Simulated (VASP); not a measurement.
These are PBEsol GGA, VASP's PBE PAW potentials (set 64) (plane waves; VASP) values and carry that method's errors.

VASP ran on this input.

POSCAR:
```
TaSi
1
    0.0000000000     2.7639960000     2.7639960000
    2.7639960000     0.0000000000     2.7639960000
    2.7639960000     2.7639960000     0.0000000000
Si Ta
1 1
Direct
  0.0000000000   0.0000000000   0.0000000000
  0.5000000000   0.5000000000   0.5000000000
```

**INCAR**
```
! general
SYSTEM   =  TaSi
PREC     =  Accurate
ENCUT    =  400
LREAL    =  F
LASPH    =  T

! electronic loop
EDIFF    =  1E-6
NELM     =  100
ALGO     =  Normal
LMAXMIX  =  6

! smearing
ISMEAR   =  1
SIGMA    =  0.1

! functional
GGA      =  PS

! ions
IBRION   =  2
NSW      =  60
ISIF     =  3
EDIFFG   =  -0.01

! output
LWAVE    =  F
LCHARG   =  F
```

### KPOINTS
```
Automatic mesh
0
Gamma
10 10 10
0 0 0
```

POTCAR, in this order: Si Ta_pv (PBE.64 set). Program: vasp_std.

The run wrote:

OSZICAR:
```
       N       E                     dE             d eps       ncg     rms          rms(c)
DAV:   1     0.543458389002E+02    0.54346E+02   -0.70451E+03  1034   0.962E+02
DAV:   2    -0.170493668026E+02   -0.71395E+02   -0.68710E+02  1169   0.238E+02
DAV:   3    -0.191737921950E+02   -0.21244E+01   -0.20483E+01  1435   0.351E+01
DAV:   4    -0.192152049645E+02   -0.41413E-01   -0.40962E-01  1264   0.419E+00
DAV:   5    -0.192164330359E+02   -0.12281E-02   -0.12158E-02  1463   0.554E-01    0.109E+01
DAV:   6    -0.176104021841E+02    0.16060E+01   -0.58735E+00  1158   0.173E+01    0.339E+00
DAV:   7    -0.175864957163E+02    0.23906E-01   -0.17577E-01  1292   0.316E+00    0.175E+00
DAV:   8    -0.175756032939E+02    0.10892E-01   -0.20669E-02  1190   0.845E-01    0.203E-01
DAV:   9    -0.175755559184E+02    0.47375E-04   -0.71926E-04  1421   0.171E-01    0.132E-01
DAV:  10    -0.175755577064E+02   -0.17880E-05   -0.16415E-04  1151   0.132E-01    0.163E-02
DAV:  11    -0.175755523242E+02    0.53822E-05   -0.24422E-05  1201   0.450E-02    0.902E-03
DAV:  12    -0.175755516783E+02    0.64596E-06   -0.50347E-07   679   0.637E-03
   1 F= -.17575552E+02 E0= -.17575121E+02  d E =-.175756E+02
       N       E                     dE             d eps       ncg     rms          rms(c)
DAV:   1    -0.360680917643E+02   -0.18493E+02   -0.50960E+02  1046   0.258E+02    0.431E+01
DAV:   2    -0.204299303456E+02    0.15638E+02   -0.27076E+01  1058   0.761E+01    0.153E+01
DAV:   3    -0.168271570953E+02    0.36028E+01   -0.10530E+01  1120   0.435E+01    0.727E+00
DAV:   4    -0.167550993920E+02    0.72058E-01   -0.10916E+00  1113   0.936E+00    0.203E+00
DAV:   5    -0.166791786240E+02    0.75921E-01   -0.24883E-01  1129   0.656E+00    0.973E-01
DAV:   6    -0.166817665698E+02   -0.25879E-02   -0.54137E-03  1162   0.827E-01    0.215E-01
DAV:   7    -0.166815051006E+02    0.26147E-03   -0.26198E-03  1142   0.471E-01    0.114E-01
DAV:   8    -0.166814510339E+02    0.54067E-04   -0.25913E-04  1133   0.140E-01    0.262E-02
DAV:   9    -0.166814532579E+02   -0.22240E-05   -0.43864E-06  1172   0.207E-02    0.303E-03
DAV:  10    -0.166814532287E+02    0.29226E-07   -0.41801E-08   556   0.222E-03
   2 F= -.16681453E+02 E0= -.16680916E+02  d E =0.894098E+00
       N       E                     dE             d eps       ncg     rms          rms(c)
DAV:   1    -0.255455935487E+02   -0.88641E+01   -0.22312E+02  1061   0.218E+02    0.237E+01
DAV:   2    -0.190709780001E+02    0.64746E+01   -0.21740E+01  1067   0.441E+01    0.653E+00
DAV:   3    -0.185763767315E+02    0.49460E+00   -0.89060E-01  1131   0.960E+00    0.261E+00
DAV:   4    -0.184472253959E+02    0.12915E+00   -0.38384E-01  1165   0.568E+00    0.693E-01
DAV:   5    -0.184498396644E+02   -0.26143E-02   -0.67435E-03  1287   0.848E-01    0.529E-01
DAV:   6    -0.184513560643E+02   -0.15164E-02   -0.24543E-03  1156   0.462E-01    0.653E-02
DAV:   7    -0.184513385974E+02    0.17467E-04   -0.10525E-04  1111   0.112E-01    0.323E-02
DAV:   8    -0.184513410424E+02   -0.24450E-05   -0.11738E-05  1214   0.222E-02    0.871E-03
DAV:   9    -0.184513404047E+02    0.63775E-06   -0.25098E-06  1073   0.140E-02
   3 F= -.18451340E+02 E0= -.18451229E+02  d E =-.875789E+00
       N       E                     dE             d eps       ncg     rms          rms(c)
DAV:   1    -0.184682183135E+02   -0.16877E-01   -0.35316E-01  1064   0.774E+00    0.931E-01
DAV:   2    -0.184578577836E+02    0.10361E-01   -0.22501E-02  1058   0.159E+00    0.276E-01
DAV:   3    -0.184564407331E+02    0.14171E-02   -0.31293E-03  1171   0.606E-01    0.832E-02
DAV:   4    -0.184562868669E+02    0.15387E-03   -0.49282E-04  1141   0.191E-01    0.287E-02
DAV:   5    -0.184562908236E+02   -0.39567E-05   -0.19862E-05  1224   0.471E-02    0.221E-02
DAV:   6    -0.184562942958E+02   -0.34721E-05   -0.30722E-06  1122   0.129E-02    0.166E-03
DAV:   7    -0.184562940467E+02    0.24903E-06   -0.61833E-08   529   0.227E-03
   4 F= -.18456294E+02 E0= -.18456171E+02  d E =-.880742E+00
       N       E                     dE             d eps       ncg     rms          rms(c)
DAV:   1    -0.184585374742E+02   -0.22432E-02   -0.54291E-02  1067   0.305E+00    0.367E-01
DAV:   2    -0.184569489880E+02    0.15885E-02   -0.34605E-03  1061   0.625E-01    0.109E-01
DAV:   3    -0.184567337058E+02    0.21528E-03   -0.47605E-04  1174   0.237E-01    0.324E-02
DAV:   4    -0.184567112109E+02    0.22495E-04   -0.75083E-05  1138   0.748E-02    0.113E-02
DAV:   5    -0.184567123621E+02   -0.11512E-05   -0.28677E-06  1148   0.180E-02    0.862E-03
DAV:   6    -0.184567133870E+02   -0.10249E-05   -0.41885E-07   544   0.511E-03    0.539E-04
DAV:   7    -0.184567132919E+02    0.95057E-07   -0.40796E-08   520   0.186E-03
   5 F= -.18456713E+02 E0= -.18456586E+02  d E =-.881162E+00
```

OUTCAR:
```
------------------------ aborting loop because EDIFF is reached ----------------------------------------
  FORCE on cell =-STRESS in cart. coord.  units (eV):
  Direction    XX          YY          ZZ          XY          YZ          ZX
  --------------------------------------------------------------------------------------
  Total        0.0036555      0.0036555      0.0036555     -0.0000000     -0.0000000     -0.0000000
  in kB        0.1764877      0.1764877      0.1764877     -0.0000000     -0.0000000     -0.0000000
  external PRESSURE =       0.1764877 kB  Pullay stress =       0.0000000 kB
  volume of cell :       33.18
      direct lattice vectors                 reciprocal lattice vectors
     0.000000000  2.550563597  2.550563597    -0.196035104  0.196035104  0.196035104
     2.550563597  0.000000000  2.550563597     0.196035104 -0.196035104  0.196035104
     2.550563597  2.550563597 -0.000000000     0.196035104  0.196035104 -0.196035104
 POSITION                                       TOTAL-FORCE (eV/Angst)
 -----------------------------------------------------------------------------------
      0.00000      0.00000      0.00000        -0.000000     -0.000000     -0.000000
      2.55056      2.55056      2.55056         0.000000      0.000000      0.000000
 -----------------------------------------------------------------------------------
    total drift:                                0.000000      0.000000      0.000000
  FREE ENERGIE OF THE ION-ELECTRON SYSTEM (eV)
  ---------------------------------------------------
  free  energy   TOTEN  =       -18.4567132919 eV

  energy  without entropy=      -18.4563314832  energy(sigma->0) =      -18.45658602

 reached required accuracy - stopping structural energy minimisation
```
(Selected blocks of OUTCAR.)

CONTCAR:
```
TaSi
   1.00000000000000
     0.0000000000000000    2.5505635968597220    2.5505635968597220
     2.5505635968597220    0.0000000000000000    2.5505635968597220
     2.5505635968597220    2.5505635968597220   -0.0000000000000000
  Si              Ta
     1     1
Direct
     0.0000000000000000    0.0000000000000000    0.0000000000000000
     0.5000000000000000    0.5000000000000000    0.5000000000000000
```

### OUTCAR
```
 val. band max:        7.4532481667   @ k =  -0.4000   0.3000   0.0000

 cond. band min:       7.5692898368   @ k =   0.5000   0.3000   0.1000


 Fermi energy:         7.5439595374

 k-point     1 :       0.0000    0.0000    0.0000
  band No.  band energies     occupation
      1     -27.3084      2.00000
      2     -27.3084      2.00000
      3     -27.3084      2.00000
      4      -4.1479      2.00000
      5       6.1978      2.00000
      6       6.1978      2.00000
      7       6.1978      2.00000
      8       6.9100      2.00000
      9       6.9100      2.00000
     10       9.9421      0.00000
     11       9.9421      0.00000

 k-point     2 :       0.1000    0.0000    0.0000
  band No.  band energies     occupation
      1     -27.3256      2.00000
      2     -27.3107      2.00000
      3     -27.3107      2.00000
      4      -3.9373      2.00000
      5       5.7825      2.00000
      6       6.1315      2.00000
      7       6.1315      2.00000
      8       6.6653      2.00000
      9       6.6653      2.00000
     10       9.7235      0.00000
     11      10.6811      0.00000

 k-point     3 :       0.2000    0.0000    0.0000
  band No.  band energies     occupation
      1     -27.3705      2.00000
      2     -27.3166      2.00000
      3     -27.3166      2.00000
      4      -3.3244      2.00000
      5       4.7194      2.00000
      6       5.4235      2.00000
      7       5.4235      2.00000
      8       7.0683      2.00000
      9       7.0683      2.00000
     10       9.3881     -0.00000
     11      12.2197      0.00000

 k-point     4 :       0.3000    0.0000    0.0000
  band No.  band energies     occupation
      1     -27.4252      2.00000
      2     -27.3240      2.00000
      3     -27.3240      2.00000
      4      -2.3638      2.00000
      5       3.3328      2.00000
      6       4.7354      2.00000
      7       4.7354      2.00000
      8       7.8728     -0.00003
      9       7.8728     -0.00003
...
```

Energy and stress use the plane-wave basis of the starting cell. Unless said otherwise, spin-orbit coupling is left out, though it shifts the bands of the heavy elements here.

The structure was generated: TaSi was put into the rocksalt type (Fm-3m), which need not be its known phase. This run relaxes it. Symmetry was kept, so distortions that lower it aren't found. The electron count is odd and the run is not spin-polarised, which forces a metal.
